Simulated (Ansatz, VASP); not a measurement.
# WC (Qusongite): VASP beside Ansatz

One calculation is typed for both programs; each brings its own data sets. How far apart do they land? The structure shown is the end of the Ansatz relaxation below.

Main program and level: Ansatz 0.2.0; plane waves, with VASP 6.6.1 beside it; single point at PBEsol.

**1. The structure**

Symmetry: P-6m2, No. 187, hexagonal system. Conventional cell: a = 2.883 Å, b = 2.883 Å, c = 2.816 Å, α = 90.00°, β = 90.00°, γ = 120.00°. W has 6 C at 2.18 Å nearest. C has 6 W at 2.18 Å nearest. Farther neighbours are not listed.

Coordinates:

```cif
data_structure
_symmetry_space_group_name_H-M 'P-6m2'
_symmetry_Int_Tables_number 187
_cell_length_a 2.8828
_cell_length_b 2.8828
_cell_length_c 2.8164
_cell_angle_alpha 90.000
_cell_angle_beta 90.000
_cell_angle_gamma 120.000
_cell_volume 20.27
loop_
_atom_site_label
_atom_site_type_symbol
_atom_site_symmetry_multiplicity
_atom_site_Wyckoff_symbol
_atom_site_fract_x
_atom_site_fract_y
_atom_site_fract_z
_atom_site_occupancy
W1 W 1 a 0.00000 0.00000 0.00000 1
C1 C 1 f 0.66667 0.33333 0.50000 1
```

**2. Ansatz: relaxation, PBEsol**

Ansatz runs on its PAW soft_1 files.

This run makes the geometry at which the two programs are then compared.

Contents of input.yaml:

```yaml
crystal:
  lattice:
    - [2.8840294992, 0.0, 0.0]
    - [-1.4420147496, 2.4976428116, 0.0]
    - [0.0, 0.0, 2.8138849372]
  atoms:
    - { symbol: W, position: [0.0, 0.0, 0.0] }
    - { symbol: C, position: [0.6666666667, 0.3333333333, 0.5] }
kpoints:
  mp_grid: { grid: [18, 18, 16] }
hamiltonian:
  xc: pbesol
  pseudopotentials: { kind: paw, azcp: { folder: soft_1 }, xc_functional: pbe }
scf:
  occupations: { method: methfessel_paxton, width: 0.2 }
  lower_state_search: "off"
output:
  forces: true
  stress: true
  eigenvalues: true
relax:
  adjacent_minimum: "off"
  f_tol: 0.001
  max_steps: 60
  cell: { stress_tol: 0.01, fix: [volume] }
```

Run with:

```
> ansatz run input.yaml --threads 18 --pin off --max-ram 92160MiB --backend cuda --events-out ev --progress --plain --runs-dir out --max-vram 78GiB
```

Numbers of over 12 decimals in the logs are rounded to 6 here.

Log:

```text
Engine: ansatz 0.2.0, aarch64-unknown-linux-gnu
Pseudopotentials: kind: paw
Pseudopotential: W, paw, valence charge 14, recommended cutoff 420 eV (normal), soft_1/W.paw.azcp
Pseudopotential: C, paw, valence charge 4, recommended cutoff 420 eV (normal), soft_1/C.paw.azcp
Functional definition: PBEsol
  exchange = pbesol_x
  correlation = pbesol_c
[...]
Crystal: 2 atoms, lattice volume = 20.269 Å³
Basis set: ecut = 420 eV, 405 PW (Γ), exchange–correlation on 40×40×40 points (8 copies of the dense FFT grid, shifted against one another)
Bands: 13, of which v1, the nominal top of the filled ones, is band 9 counted from 1 (8 counted from 0)
Symmetry: 12 space group operations
Space group: P-6m2 (ITA 187), of the structure as read, at distance tolerance 2.7e-5 Å
k-points: 333 of 5184 (time reversal used)
Non-local potential: W, projectors of the file, l = 0: 3, l = 1: 2, l = 2: 2, l = 3: 1
Non-local potential: C, projectors of the file, l = 0: 2, l = 1: 2, l = 2: 1
PAW form: soft (Blöchl's): semilocal exchange-correlation on the pseudo side does not see the compensation charge
PAW frozen core: W, regenerated for the run's functional, and the local potential with it (the file was generated under x = pbe(κ = 0.804, μ = 0.219515), c = pbe(β = 0.066725))
PAW frozen core: C, regenerated for the run's functional, and the local potential with it (the file was generated under x = pbe(κ = 0.804, μ = 0.219515), c = pbe(β = 0.066725))
PAW one-centre angular grid: W, 590 points (default); XC on 64 Gauss nodes
PAW one-centre angular grid: C, 110 points (default); XC on 64 Gauss nodes
Initial density: superposition of atomic densities (chi_scale 0.1, normalization cell, long waves kept (reshape's long-wave potential 0.00 eV rms))
Initial wavefunctions: pseudopotential atomic-orbital guess
[...]
Functional: x = pbesol(κ = 0.804, μ = 0.123457), c = pbesol(β = 0.046)
SCF iter   1: F=—  HF=-10505.938978 eV  |F-HF|=—  |Δ(HF+E_count)|=         —  Δρ=1.31e-1  dr2=4.65e0  ethr=3.10e-3  ⟨swp⟩=5.0  Hψ=22100  notcnv=0
preconditioner: auto → none  [metal: Δε(μ)=0.076 eV  Ē_g=11.010 eV  σ=0.200 eV  W_gap=0.31  n_scr=8 (ndim 8)  ℏωp=26.1 eV  f_vac=0.000  D(μ)=0.19/eV (n_scr^D=0)  sad-step TF]
SCF iter   2: F=—  HF=-10505.363783 eV  |F-HF|=—  |Δ(HF+E_count)|=   5.75e-1  S|Δr|=    0.00e0  Δρ=9.31e-2  dr2=2.41e0  ethr=3.10e-3  ⟨swp⟩=2.0  Hψ=8279  notcnv=0
[...]
SCF iter   7: F=-10504.740346 eV  HF=-10504.740346 eV  |F-HF|=9.22e-10  |Δ(HF+E_count)|=   3.53e-8  S|Δr|=    0.00e0  Δρ=4.93e-6  dr2=2.43e-9  ethr=5.56e-10  ⟨swp⟩=5.2  Hψ=18612  notcnv=0
SCF 1 converged in 7 iterations: F = -10504.740346 eV  dr2 = 2.43e-9
  greatest PAW one-centre occupation: 0.999 electrons in one spin orbital (limit 2), on the W atom at site 0 (counted from 0), in its partial waves of l = 0
relax step   1: F+E_penalty+E_count = -10504.74034555 eV  Δ(F+E_penalty+E_count) = +0.000e0 eV  max|allowed force component| = 1.850e-17 eV/Å  Δτ_max = 0.0000 Å  P = +6.403 GPa  Ω = 20.269 Å³  fix = [volume]  reactions: volume +6.403 GPa  (7 SCF iters, dr2 threshold 1.00e-7 eV, accepted)
[...]
relax step   2: F+E_penalty+E_count = -10504.74018744 eV  Δ(F+E_penalty+E_count) = +1.581e-4 eV  max|allowed force component| = 7.401e-17 eV/Å  Δτ_max = 0.0000 Å  P = +6.235 GPa  Ω = 20.269 Å³  energy of the carried Pulay correction = -3.625e-6 eV  fix = [volume]  (3 SCF iters, dr2 threshold 2.00e-7 eV, rejected (line search))
[...]
relax step   3: F+E_penalty+E_count = -10504.74040022 eV  Δ(F+E_penalty+E_count) = -5.467e-5 eV  max|allowed force component| = 3.932e-17 eV/Å  Δτ_max = 0.0000 Å  P = +6.344 GPa  Ω = 20.269 Å³  energy of the carried Pulay correction = -1.235e-6 eV  fix = [volume]  reactions: volume +6.344 GPa  (6 SCF iters, accepted)
[...]
relax step   4: F+E_penalty+E_count = -10504.74040239 eV  Δ(F+E_penalty+E_count) = -2.174e-6 eV  max|allowed force component| = 9.021e-17 eV/Å  Δτ_max = 0.0000 Å  P = +6.344 GPa  Ω = 20.269 Å³  fix = [volume]  reactions: volume +6.344 GPa  stress off target by 8.22e-4 GPa on what of the cell is left free  SCF on the basis re-selected at this cell (its energy is not comparable with the rows above)  (4 SCF iters)
basis re-selected at this cell: Δ(F+E_penalty+E_count) = -2.174e-6 eV, ΔP = -0.000 GPa vs the last step (what re-selecting the basis moved, of the pressure what is left beyond the Pulay correction that the steps carried, after the strain that the cell walked since its last selection, with what the two solves' SCF thresholds leave and, on support functions, any second-order correction that the steps lacked; it is no m [...]
SCF converged after 4 iterations
Stability not checked: this state was not tested for a lower state beside it, because cold or Methfessel-Paxton smearing, or corrected tetrahedra, fill the levels in a way that the test cannot read (fill_not_monotonic; see scf.lower_state_search)
Free energy (F): -10504.740402 eV
Harris-Foulkes:  -10504.740402 eV  (|F-HF|=0.00e0)
Internal energy: -10504.740318 eV  (E = F + TS)
E sigma→0 (E₀):  -10504.740381 eV
Entropy (-TS):   -0.000085 eV (-0.042 meV/atom)
Fermi energy:    20.857305 eV
--- Per-component energies (eV) ---
  E_band       = -53.727981
  E_kinetic    = 511.255226
  E_local      = -586.654512  (includes V_loc(G=0)·N_el)
  E_nonlocal   = -0.037303
  E_hartree    = 242.482814
  E_xc         = -314.476301
  E_vxc        = -291.355828  (∫ρ·V_xc dr)
  E_paw        = -8547.099795  (= ΣΔE_a)
  E_vpaw       = -171.901356  (= ΣTr[D̂ρ^β])
  E_aug_tail   = 0.000163  (compensation charges beyond the density's cutoff)
  E_ewald      = -1810.453568
  E_core_change = 0.242958  (= ΣΔE_core)
  E_smearing   = -0.000085  (= −TS)
  E_closure    = 0.000000  (closes the sum)
  Σ components = -10504.740402   (vs F -10504.740402, Δ=0.00e0)
--- Forces (eV/Å), atoms counted from 1 ---
  atom   1  W      0.00000000    -0.00000000     0.00000000
  atom   2  C     -0.00000000    -0.00000000     0.00000000
  max |Σ_I F_I| component: 1.16e-16 eV/Å
--- Stress (GPa, compression-positive) ---
        6.343647      -0.000000      -0.000000
        0.000000       6.343647      -0.000000
       -0.000000      -0.000000       6.344880
  P = ⅓ Tr σ = 6.3441 GPa (63.441 kbar)
--- Band table (eV; the first three rows and the last of 333) ---
  k-point 0: bands = [... 5 lower, 16.3853, 17.4236, 17.4236, 20.9621, 24.1890, 24.1890, 26.6233, 26.6233]
  k-point 1: bands = [... 5 lower, 16.3458, 17.4684, 17.4684, 20.9429, 23.8237, 23.8237, 26.8506, 26.8506]
  k-point 2: bands = [... 5 lower, 16.1765, 17.5995, 17.5995, 20.9746, 23.0592, 23.0592, 27.1721, 27.1721]
  k-point 332: bands = [... 5 lower, 13.4120, 15.3668, 19.2798, 20.1843, 25.4090, 27.5347, 28.7223, 30.2034]
--- Relaxed structure (3 steps of the walk, 2 accepted, 1 SCFs on fresh bases) ---
  F+E_penalty+E_count = -10504.74040239 eV   max|allowed force component| = 9.021e-17 eV/Å   (the final SCF, on the basis selected at the relaxed cell)
  cell:  # Å, volume = 20.2692 Å³
    - [2.882760, 0, 0.0]
    - [-1.441380, 2.496543, 0.0]
    - [0.0, 0.0, 2.816364]
  atoms:
    - { symbol: W, position: [-3.700743415524894e-17, 0, 0.0] }
    - { symbol: C, position: [0.666667, 0.333333, 0.5] }
```

The column dr2 measures how far the density is from self-consistency, as an energy; F and HF (Harris–Foulkes) agree once it is small.

**3. VASP: single point, PBEsol, pair 1**

The same cell, functional, mesh and smearing now go to VASP, with its own data sets.

Lines of VASP's logs that name or quote its potential files are left out, and so is its time.

Contents of INCAR:

```
SYSTEM = WC
PREC = Accurate
ENCUT = 600
EDIFF = 1E-06
NELM = 120
ISMEAR = 1
SIGMA = 0.2
LREAL = .FALSE.
ALGO = Normal
GGA = PS
NBANDS = 11
LASPH = .TRUE.
LORBIT = 11
LWAVE = .FALSE.
LCHARG = .FALSE.
ISIF = 2
GGA_COMPAT = .FALSE.
KPAR = 2
```

Contents of POSCAR:

```
WC
1.0
    2.8827600000      0.0000000000      0.0000000000
   -1.4413800000      2.4965433930      0.0000000000
    0.0000000000      0.0000000000      2.8163638195
W C
1 1
Direct
    0.0000000000      0.0000000000      0.0000000000
    0.6666666667      0.3333333333      0.5000000000
```

Contents of KPOINTS:

```
Automatic mesh
0
Gamma
18 18 16
0 0 0
```

PAW data sets: W and C (PBE family, release 64).

Run with:

```
> mpirun -np 2 vasp_std
```

Log:

```text
[banner, memory and clock lines left out]
running    2 mpi-ranks, on    1 nodes
 distrk:  each k-point on    1 cores,    2 groups
 distr:  one band on    1 cores,    1 groups

 POSCAR found type information on POSCAR W C
 POSCAR found :  2 types and       2 ions
|                                                                             |
|               ----> ADVICE to this user running VASP <----                  |
|                                                                             |
|     You enforced a specific xc type in the INCAR file but a different       |
|     [... a line on the potential file left out ...]
|     I HOPE YOU KNOW WHAT YOU ARE DOING!                                     |
|                                                                             |

 LDA part: xc-table for (Slater+PW92), standard interpolation
 POSCAR, INCAR and KPOINTS ok, starting setup
 FFT: planning ... GRIDC
 FFT: planning ... GRID_SOFT
 FFT: planning ... GRID
 WAVECAR not read
 entering main loop
       N       E                     dE             d eps       ncg     rms          rms(c)
DAV:   1     0.280048091768E+02    0.28005E+02   -0.55095E+03  7326   0.932E+02
DAV:   2    -0.247754934664E+02   -0.52780E+02   -0.50269E+02  8420   0.215E+02
DAV:   3    -0.269314282750E+02   -0.21559E+01   -0.21311E+01  9175   0.362E+01
DAV:   4    -0.269454942892E+02   -0.14066E-01   -0.14062E-01  7997   0.340E+00
DAV:   5    -0.269455535240E+02   -0.59235E-04   -0.59233E-04  8971   0.219E-01    0.360E+01
DAV:   6    -0.240990163783E+02    0.28465E+01   -0.12369E+01  8699   0.217E+01    0.123E+01
DAV:   7    -0.240228424144E+02    0.76174E-01   -0.58573E-01  7515   0.616E+00    0.859E+00
DAV:   8    -0.239818144019E+02    0.41028E-01   -0.95590E-02  8029   0.228E+00    0.197E+00
DAV:   9    -0.239766242434E+02    0.51902E-02   -0.13835E-02  7956   0.757E-01    0.152E-01
DAV:  10    -0.239765576834E+02    0.66560E-04   -0.83501E-04  8607   0.248E-01    0.175E-01
DAV:  11    -0.239765447343E+02    0.12949E-04   -0.91586E-05  8849   0.676E-02    0.125E-02
DAV:  12    -0.239765419576E+02    0.27767E-05   -0.54597E-06  7891   0.156E-02    0.882E-03
DAV:  13    -0.239765419728E+02   -0.15171E-07   -0.26502E-07  3927   0.512E-03
   1 F= -.23976542E+02 E0= -.23976471E+02  d E =-.214189E-03
```

OUTCAR, selected parts (step 3):

```text
ion  position               nearest neighbor table
   1  0.000  0.000  0.000-   2 2.18   2 2.18   2 2.18   2 2.18   2 2.18   2 2.18
   2  0.667  0.333  0.500-   1 2.18   1 2.18   1 2.18   1 2.18   1 2.18   1 2.18

  LATTYP: Found a hexagonal cell.
 ALAT       =     2.8827600000
 C/A-ratio  =     0.9769678431

 Subroutine GETGRP returns: Found 12 space group operations
 (whereof 12 operations were pure point group operations)

The static configuration has the point symmetry D_3h.

 Found    333 irreducible k-points:

   k-points           NKPTS =    333   k-points in BZ     NKDIM =    333   number of bands    NBANDS=     11

   dimension x,y,z NGX =    24 NGY =   24 NGZ =   24
   dimension x,y,z NGXF=    48 NGYF=   48 NGZF=   48

   ENCUT  =  600.0 eV  44.10 Ry    6.64 a.u.   5.76  5.76  5.62*2*pi/ulx,y,z

   NELECT =      10.0000    total number of electrons

 k-points in reciprocal lattice and weights: Automatic mesh
   0.00000000  0.00000000  0.00000000       0.000
   0.05555556 -0.00000000  0.00000000       0.001
   0.11111111 -0.00000000  0.00000000       0.001
   0.16666667 -0.00000000  0.00000000       0.001
   0.22222222 -0.00000000  0.00000000       0.001
   0.27777778 -0.00000000  0.00000000       0.001
   0.33333333 -0.00000000  0.00000000       0.001
   0.38888889 -0.00000000  0.00000000       0.001
   0.44444444 -0.00000000  0.00000000       0.001
[...]
0.33333333  0.27777778  0.50000000       0.002
   0.33333333  0.33333333  0.50000000       0.000

 average (electrostatic) potential at core
       1 -36.7082       2 -46.0084

 E-fermi :   8.4465

 k-point     1 :       0.0000    0.0000    0.0000
  band No.  band energies     occupation
      1      -6.1554      2.00000
      2       3.9764      2.00000
      3       5.0259      2.00000
      4       5.0259      2.00000
      5       8.6061      0.02081
      6      11.7480     -0.00000
      7      11.7480     -0.00000
      8      14.2630      0.00000
      9      14.2630      0.00000
    ...

 k-point     2 :       0.0556   -0.0000    0.0000
  band No.  band energies     occupation
      1      -6.0747      2.00000
      2       4.0087      2.00000
      3       4.9044      2.00000
      4       5.1056      2.00000
      5       8.3320      1.81442
      6      11.7170     -0.00000
      7      12.0492     -0.00000
      8      14.0890      0.00000
      9      14.2029      0.00000
     10      15.4397      0.00000
    ...

 k-point     3 :       0.1111   -0.0000    0.0000
  band No.  band energies     occupation
      1      -5.8384      2.00000
      2       3.9928      2.00000
      3       4.6939      2.00000
      4       5.3387      2.00000
      5       7.7229      2.00000
      6      11.6291     -0.00000
      7      12.7292      0.00000
      8      13.6322      0.00000
      9      14.0391      0.00000
     10      16.1143      0.00000
    ...

  Total        0.7396319      0.7396319      0.8023315      0.0000000     -0.0000000      0.0000000
  in kB       58.4641775     58.4641775     63.4202682      0.0000000     -0.0000000      0.0000000
  external PRESSURE =      60.1162077 kB  Pullay stress =       0.0000000 kB

  energy-cutoff  :      600.00
  volume of cell :       20.27
      direct lattice vectors                 reciprocal lattice vectors
     2.882760000  0.000000000  0.000000000     0.346889786  0.200276911  0.000000000
    -1.441380000  2.496543393  0.000000000     0.000000000  0.400553823  0.000000000
     0.000000000  0.000000000  2.816363819     0.000000000  0.000000000  0.355067763

 POSITION                                       TOTAL-FORCE (eV/Angst)
 -----------------------------------------------------------------------------------
      0.00000      0.00000      0.00000         0.000000      0.000000      0.000000
      1.44138      0.83218      1.40818        -0.000000      0.000000      0.000000
 -----------------------------------------------------------------------------------
    total drift:                               -0.000000      0.000000      0.000000

  FREE ENERGIE OF THE ION-ELECTRON SYSTEM (eV)
  ---------------------------------------------------
  free  energy   TOTEN  =       -23.9765419728 eV

  energy  without entropy=      -23.9763277834  energy(sigma->0) =      -23.97647058

 total charge
# of ion       s       p       d       tot
------------------------------------------
    1        0.638   0.916   4.448   6.001
    2        0.850   1.579   0.000   2.429
--------------------------------------------------
tot          1.488   2.495   4.448   8.431

[... 3 further parts left out ...]
```

The data set W keeps the semicore shell frozen, which is cheaper and a little less accurate.

**4. Differences**

Known differences besides the potentials themselves: the data sets hold 18 valence electrons in Ansatz (on its PAW soft_1 files) and 10 in VASP; the cutoff is 420 eV in Ansatz and 600 eV in VASP; Ansatz makes its cores anew for this functional, VASP keeps those of its PBE data sets; Ansatz's pressure holds a Pulay correction, VASP's none. Total energies have different zeros and are not compared.

Both answers:

```csv
quantity,Ansatz,VASP,difference
pressure (GPa),6.34,6.01,+0.33
```

**5. Ansatz: relaxation, PBEsol**

This run makes the geometry at which the two programs are then compared. The cell compared in this pair holds 19.96 Å³, against 20.27 Å³ for the pair before.

The structure compared here is the end of the Ansatz relaxation.

input.yaml, as its differences from that of step 2:

```diff
@@ -2,5 +2,5 @@
   lattice:
-    - [2.8840294992, 0.0, 0.0]
-    - [-1.4420147496, 2.4976428116, 0.0]
-    - [0.0, 0.0, 2.8138849372]
+    - [2.869314807, 0.0, 0.0]
+    - [-1.4346574035, 2.4848995143, 0.0]
+    - [0.0, 0.0, 2.7995281316]
   atoms:
```

Run with:

```
> ansatz run input.yaml --threads 18 --pin off --max-ram 92160MiB --backend cuda --events-out ev --progress --plain --runs-dir out --max-vram 78GiB
```

Log:

```text
[...]
Crystal: 2 atoms, lattice volume = 19.961 Å³
Basis set: ecut = 420 eV, 405 PW (Γ), exchange–correlation on 40×40×40 points (8 copies of the dense FFT grid, shifted against one another)
Bands: 13, of which v1, the nominal top of the filled ones, is band 9 counted from 1 (8 counted from 0)
Symmetry: 12 space group operations
[...]
k-point 332: bands = [... 5 lower, 13.6486, 15.6814, 19.6585, 20.5424, 25.8754, 28.0836, 29.2570, 30.7440]
--- Relaxed structure (3 steps of the walk, 2 accepted, 1 SCFs on fresh bases) ---
[...]
cell:  # Å, volume = 19.9605 Å³
    - [2.866795, 0.0, 0]
    - [-1.433397, 2.482717, 0]
    - [0, 0.0, 2.804452]
  atoms:
    - { symbol: W, position: [-3.700743415524894e-17, 0, 0] }
    - { symbol: C, position: [0.666667, 0.333333, 0.500000] }
[key lines of the parts left out:]
SCF converged after 4 iterations
Free energy (F): -10504.721643 eV
Fermi energy:    21.232176 eV
P = ⅓ Tr σ = 13.2067 GPa (132.067 kbar)
```

**6. VASP: single point, PBEsol, pair 2**

The same cell, functional, mesh and smearing now go to VASP, with its own data sets.

INCAR is that of step 3.

Contents of POSCAR:

```
WC
1.0
    2.8667947965      0.0000000000      0.0000000000
   -1.4333973983      2.4827171212      0.0000000000
    0.0000000000      0.0000000000      2.8044520564
W C
1 1
Direct
    0.0000000000      0.0000000000      0.0000000000
    0.6666666667      0.3333333333      0.5000000000
```

KPOINTS is that of step 3.

Run with:

```
> mpirun -np 2 vasp_std
```

Log:

```text
[banner, memory and clock lines left out]
running    2 mpi-ranks, on    1 nodes
[...]
[... a notice as in an earlier step ...]

 LDA part: xc-table for (Slater+PW92), standard interpolation
 POSCAR, INCAR and KPOINTS ok, starting setup
[...]
entering main loop
       N       E                     dE             d eps       ncg     rms          rms(c)
DAV:   1     0.286871205965E+02    0.28687E+02   -0.55104E+03  7326   0.931E+02
DAV:   2    -0.247687810986E+02   -0.53456E+02   -0.50717E+02  8386   0.217E+02
DAV:   3    -0.269070885887E+02   -0.21383E+01   -0.21105E+01  9294   0.361E+01
DAV:   4    -0.269219157689E+02   -0.14827E-01   -0.14822E-01  7985   0.340E+00
[...]
DAV:  11    -0.239579982090E+02    0.12374E-04   -0.89651E-05  8903   0.676E-02    0.135E-02
DAV:  12    -0.239579956700E+02    0.25390E-05   -0.49457E-06  7669   0.151E-02    0.689E-03
DAV:  13    -0.239579956698E+02    0.19031E-09   -0.22029E-07  3918   0.473E-03
   1 F= -.23957996E+02 E0= -.23957944E+02  d E =-.153644E-03
```

[end of part 1 of 2]

[Lines on the potential files, build, host, timing and source positions are cut from VASP's logs without a mark.]

[Logs are printed without paths, hosts, clocks, repeated set-up lines and the standing remarks that a program may print on its own settings, such as how far it seeks lower states.]

[Hosts, paths, dates, database ids (printed as entryN), source tags and the programs' standing remarks are cut or masked in the printed files.]
